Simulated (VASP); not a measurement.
A convergence study with VASP on Pd (space group Fm-3m): one setting is varied, all else stays as given below, so the limit is that of these other settings.

```
Pd
1.0
    0.00000     1.95084     1.95084
    1.95084     0.00000     1.95084
    1.95084     1.95084     0.00000
Pd
1
Direct
  0.00000   0.00000   0.00000
```

Level of theory: PBE GGA, VASP's PBE PAW potentials (set 64) (plane waves; VASP). The tightest run used: 720 eV cut-off, 14×14×14 Γ-centred mesh, Fermi-Dirac smearing of 0.10 eV, potentials Pd.

Problem. The settings run are ENCUT = 105; ENCUT = 120; ENCUT = 135; ENCUT = 150; ENCUT = 165; ENCUT = 180; ENCUT = 210; ENCUT = 240; ENCUT = 270; ENCUT = 330; ENCUT = 360; ENCUT = 405; ENCUT = 450; ENCUT = 525; ENCUT = 600; ENCUT = 720. From which on does the energy per atom stay within 0.005 eV/atom of the tightest run?

Solution. From ENCUT = 270 on: it is off by 0.0038 there and by no more than 0.005 in any finer run, while ENCUT = 240 is off by 0.0105.
```csv
setting,E (eV/atom),pressure (GPa),plane waves,difference judged (eV/atom)
ENCUT = 105,12.7201,-1367.12,43,17.9258
ENCUT = 120,2.0812,-887.31,59,7.2869
ENCUT = 135,-2.6099,-570.73,59,2.5958
ENCUT = 150,-3.9208,-356.39,70,1.2848
ENCUT = 165,-4.6379,-216.07,77,0.5678
ENCUT = 180,-4.9503,-125.62,92,0.2553
ENCUT = 210,-5.1376,-33.05,113,0.0681
ENCUT = 240,-5.1952,-1.66,137,0.0105
ENCUT = 270,-5.2094,5.56,169,0.0038
ENCUT = 330,-5.2068,5.11,210,0.0012
ENCUT = 360,-5.2048,5.02,259,0.0009
ENCUT = 405,-5.2050,5.62,290,0.0006
ENCUT = 450,-5.2051,6.02,332,0.0005
ENCUT = 525,-5.2053,5.94,420,0.0003
ENCUT = 600,-5.2055,5.91,531,0.0001
ENCUT = 720,-5.2057,6.01,664,0.0000
```

Left out are rungs that failed or repeat a setting and relaxations that didn't move; long series are thinned to 24 rows.

The structure is a typed Pd crystal (space group no. 225). The cell was not relaxed at this level.
